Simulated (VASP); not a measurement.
**Na2Sc: relaxation of cell and atoms with PBE**

Na2Sc:

```
CELL_PARAMETERS angstrom
3.37309 0.00000 0.00000
-1.68654 2.92118 0.00000
0.00000 0.00000 5.63005
ATOMIC_POSITIONS crystal
Na 0.33333 0.66667 0.25000
Na 0.66667 0.33333 0.75000
Sc 0.00000 0.00000 0.00000
```

The cell was built by a generator and needn't be a form met in nature.

* Program: VASP 6.6.1
* Task: relaxation of cell and atoms
* Functional: PBE
* Potentials or basis: VASP PAW PBE potentials, release 64 (Na_pv, Sc_sv)
* Cutoff: 600 eV
* k mesh: 9 × 9 × 5
* Occupations: methfessel-paxton, width 0.1 eV
* Spin: no spin polarisation
* Further INCAR settings: ALGO = Fast; EDIFF = 1e-06; IBRION = 2; EDIFFG = -0.005; NSW = 40; ISIF = 3

```
Relaxed volume                         : 29.38 Å³/atom
Relaxed cell                           : a = 3.379 Å, b = 3.379 Å, c = 8.914 Å, α = 90.00°, β = 90.00°, γ = 120.00°
Space group after relaxing (to 0.05 Å) : P-3m1 (No. 164)
Energy gained by relaxing              : 1724.7 meV/atom
Ionic steps                            : 22
Pressure after relaxing                : 0.0 GPa
Largest force after relaxing           : 0.003 eV/Å
Band gap on the k mesh                 : none (metal or under the smearing width)
```

Forces in eV/Å, atoms in the order of the input:
```
Na   0.000  0.000 -0.003
Na   0.000  0.000  0.003
Sc   0.000  0.000  0.000
```

The path:
```
step  energy change (eV)  largest force (eV/Å)  pressure (GPa)  volume (Å³)
   1              0.0000                3.9643           29.33        55.47
   2             -3.6958                1.3620            3.66        87.33
   3             -3.9863                0.8639            0.49        99.32
   4             -3.4488                0.0855           -2.06       126.50
   5             -4.0443                0.5220           -1.18       110.12
   6             -4.0461                0.5888           -0.82       107.60
   7             -4.2852                0.4858           -1.15       106.18
   8             -4.9156                0.1015           -1.64       100.06
   9             -4.4762                0.3712            0.78        81.30
  10             -5.0965                0.1208           -1.61        96.06
  11             -5.1287                0.2021           -1.37        93.60
  12             -5.1270                0.1840           -1.45        94.14
  13             -5.1596                0.1372            0.48        85.52
  14             -5.1621                0.1503            0.04        87.23
  15             -5.1664                0.1093            0.06        87.26
  16             -5.1696                0.0649            0.12        87.29
  17             -5.1678                0.0299            0.24        87.34
  18             -5.1702                0.0452            0.16        87.30
  19             -5.1732                0.0228            0.00        88.03
  20             -5.1738                0.0106           -0.12        88.61
  21             -5.1738                0.0149           -0.10        88.57
  22             -5.1741                0.0034            0.00        88.14
```

Final structure:
```
CELL_PARAMETERS angstrom
3.37895 0.00000 0.00000
-1.68947 2.92625 0.00000
0.00000 0.00000 8.91415
ATOMIC_POSITIONS crystal
Na 0.33333 0.66667 0.32384
Na 0.66667 0.33333 0.67616
Sc 0.00000 0.00000 0.00000
```

Levels at points of the mesh, in eV from the Fermi level:
```csv
k point,band 9,band 10,band 11,band 12,band 13,band 14,band 15,band 16
"(0.00, 0.00, 0.00)",-24.51,-24.51,-4.30,-2.38,-1.97,0.35,1.32,1.32
```

Run time: 16 min on 1 thread of Intel(R) Xeon(R) Platinum 8488C (Sapphire Rapids) (shared host), peak memory 0.22 GiB.

Caveat: the volume moved by over 15 % at a fixed basis, so the end points are rough.
